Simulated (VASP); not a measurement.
Given:

```
C
1.0
    0.00000     1.76056     1.76056
    1.76056     0.00000     1.76056
    1.76056     1.76056     0.00000
C
2
Cartesian
  0.00000   0.00000   0.00000
  0.88028   0.88028   0.88028
```

These are PBE GGA, VASP's PBE PAW potentials (set 64) (plane waves; VASP 6.6.1) values and carry that method's errors. Run with 620 eV cut-off, 13×13×13 Γ-centred mesh, Gaussian smearing of 0.050 eV, potentials C.

Q: The ions, cell shape and volume at an external pressure of 30.0 GPa are relaxed. What does this cell relax into?

A: 
```
C
1.0
    0.00000     1.74942     1.74942
    1.74942     0.00000     1.74942
    1.74942     1.74942     0.00000
C
2
Cartesian
  0.00000   0.00000   0.00000
  0.87471   0.87471   0.87471
```
Space group Fd-3m (227), at a tolerance of 0.03 Å.

Q: How do energy and volume change from the first to the last step?

A: The energy (σ→0) changes by +16.0 meV/atom and the volume by -1.9 %, in 3 ionic steps.

The compound is C in the diamond structure. This run relaxes it under an external pressure of 30 GPa. Symmetry was kept, so distortions that lower it aren't found.
